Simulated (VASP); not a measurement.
```
CELL_PARAMETERS angstrom
      2.04658    -3.54478     0.00000
      2.04658     3.54478     0.00000
      0.00000     0.00000     6.75020
ATOMIC_POSITIONS crystal
  Mg 0.00000 0.00000 0.00000
  I  0.33333 0.66667 0.24303
  I  0.66667 0.33333 0.75697
```

Method: optB88-vdW, VASP's PBE PAW potentials (set 64) (plane waves; VASP). Run with 520 eV cut-off, 6×6×4 Γ-centred mesh, Gaussian smearing of 0.050 eV, potentials Mg I.

Task: The ions and cell shape at fixed volume are relaxed. Which structure does the run end with?

Result: 
```
CELL_PARAMETERS angstrom
      2.06076    -3.56933     0.00000
      2.06076     3.56933     0.00000
      0.00000     0.00000     6.65763
ATOMIC_POSITIONS crystal
  Mg 0.00000 0.00000 0.00000
  I  0.33333 0.66667 0.25159
  I  0.66667 0.33333 0.74841
```
Space group P-3m1 (164), at a tolerance of 0.03 Å.

Task: How much energy does the relaxation gain?

Result: The energy (σ→0) changes by -6.4 meV/atom, in 5 ionic steps.

The compound is MgI2 in the 1T layered structure. This cell is one point of a volume scan, at 0.94 of the reference volume. Symmetry was kept, so distortions that lower it aren't found.
